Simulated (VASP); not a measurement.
Here is the system:

```
NiSb
1.0
    1.99780    -3.46029     0.00000
    1.99780     3.46029     0.00000
    0.00000     0.00000     5.20359
Ni Sb
2 2
Direct
  0.00000   0.00000   0.50000
  0.00000   0.00000   0.00000
  0.33333   0.66667   0.25000
  0.66667   0.33333   0.75000
```

The numbers are results of revPBE GGA, VASP's PBE PAW potentials (set 64) (plane waves; VASP), not measurements. Numerical set-up: 520 eV cut-off, 10×10×7 Γ-centred mesh, tetrahedra with Blöchl corrections, potentials Ni Sb.

The cores are frozen, which limits the accuracy of field gradients.

Q: Give the principal components of the electric field gradient (V/Å²) and the asymmetry η at each nucleus.

A: 
```csv
atom,Vxx,Vyy,Vzz,η
Ni1,9.9,9.9,-19.8,0.00
Ni2,9.9,9.9,-19.8,0.00
Sb3,-37.7,-37.7,75.5,0.00
Sb4,-37.7,-37.7,75.5,0.00
```

The compound is NiSb in the NiAs type structure. It was relaxed first. The run is not spin-polarised, so no magnetic state was tried.
